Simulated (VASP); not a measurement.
Crystal: Ta.

```xyz
1
Lattice="-1.6513 1.6513 1.6513 1.6513 -1.6513 1.6513 1.6513 1.6513 -1.6513" Properties=species:S:1:pos:R:3 pbc="T T T"
Ta    0.0000    0.0000    0.0000
```

| Item | Value |
| --- | --- |
| Program | VASP 6.6.1 |
| Task | relaxation of cell and atoms |
| Functional | PBE |
| Potentials or basis | VASP PAW PBE potentials, release 64 (Ta_pv) |
| Cutoff | 520 eV |
| k mesh | 26 × 26 × 26 |
| Occupations | gaussian, width 0.1 eV |
| Spin | no spin polarisation |

At the start: pressure 3.3 GPa; volume 18.01 Å³/atom.

Q: Where does the relaxation end?

A: Over 16 steps the energy falls by 2.9 meV/atom and the volume is 18.30 Å³/atom (+1.6 %); space group Im-3m (No. 229, to 0.05 Å).

Step by step:
```tsv
step	energy change (eV)	largest force (eV/Å)	pressure (GPa)	volume (Å³)
1	0.0000	0.0000	3.27	18.01
2	0.0120	0.0000	-6.76	18.99
3	-0.0029	0.0000	-0.03	18.30
4	-0.0029	0.0000	0.03	18.30
5	-0.0029	0.0000	0.03	18.30
6	-0.0029	0.0000	0.03	18.30
7	-0.0029	0.0000	0.03	18.30
8	-0.0029	0.0000	0.03	18.30
9	-0.0029	0.0000	0.03	18.30
10	-0.0029	0.0000	0.03	18.30
11	-0.0029	0.0000	0.03	18.30
12	-0.0029	0.0000	0.03	18.30
13	-0.0029	0.0000	0.03	18.30
14	-0.0029	0.0000	0.03	18.30
15	-0.0029	0.0000	0.03	18.30
16	-0.0029	0.0000	0.00	18.30
```

Final structure:
```yaml
crystal:
  lattice:
    - [-1.66013, 1.66013, 1.66013]
    - [1.66013, -1.66013, 1.66013]
    - [1.66013, 1.66013, -1.66013]
  atoms:
    - { symbol: Ta, position: [0.00000, 0.00000, 0.00000] }
```
